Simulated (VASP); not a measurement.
Wanted: the native input for a VASP 6.6.1 run.

```yaml
Task: relaxation of cell and atoms
Functional: PBE
Dispersion: D3(BJ)
Potentials_or_basis: VASP PAW PBE potentials, release 64 (As)
Cutoff: 600 eV
k_mesh: 12 × 12 × 12
Occupations: methfessel-paxton, width 0.1 eV
Spin: no spin polarisation
Further_INCAR_settings: ALGO = Normal; EDIFF = 1e-06; IBRION = 2; EDIFFG = -0.01; NSW = 90; ISIF = 3
```

The structure of As lies in POSCAR:

```
As
1.0
    1.8807968987      1.0858785957      3.5140619945
   -1.8807968987      1.0858785957      3.5140619945
    0.0000000000     -2.1717571915      3.5140619945
As
2
Direct
    0.7740000000      0.7740000000      0.7740000000
    0.2260000000      0.2260000000      0.2260000000
```

These files were run (other wordings do the same):

INCAR

```
SYSTEM = As
  ALGO = Normal
  EDIFF = 1E-6
  EDIFFG = -0.01
  ENCUT = 600
  GGA = PE
  IBRION = 2
  ISIF = 3
  ISMEAR = 1
  IVDW = 12
  KPAR = 2
  LASPH = .True.
  LCHARG = .False.
  LREAL = .False.
  LWAVE = .False.
  NELM = 80
  NSW = 90
  PREC = Accurate
  SIGMA = 0.1
```

KPOINTS

```
k-points
0
Gamma
  12 12 12
  0 0 0
```

Potentials or basis: VASP PAW PBE potentials, release 64 (As).

Run with:

```console
$ cat potpaw_PBE.64/As/POTCAR > POTCAR
$ mpirun -np 2 vasp_std > vasp.out
```

It gave:

```yaml
Relaxed_volume: 20.91 Å³/atom
Relaxed_cell: a = 4.011 Å, b = 4.011 Å, c = 4.011 Å, α = 56.40°, β = 56.40°, γ = 56.40°
Space_group_after_relaxing_to_0.05_Å: R-3m (No. 166)
Energy_gained_by_relaxing: 12.5 meV/atom
Ionic_steps: 11
Pressure_after_relaxing: 0.0 GPa
Band_gap_on_the_k_mesh: none (metal or under the smearing width)
Dispersion_energy_per_atom: -0.433 eV
```

Caveat: pairwise dispersion overbinds metals, which lowers pressure and volume.

Wall time 2 min on 2 MPI ranks on Intel(R) Xeon(R) 6975P-C (Granite Rapids), on a shared host, peak memory 0.26 GiB a rank.
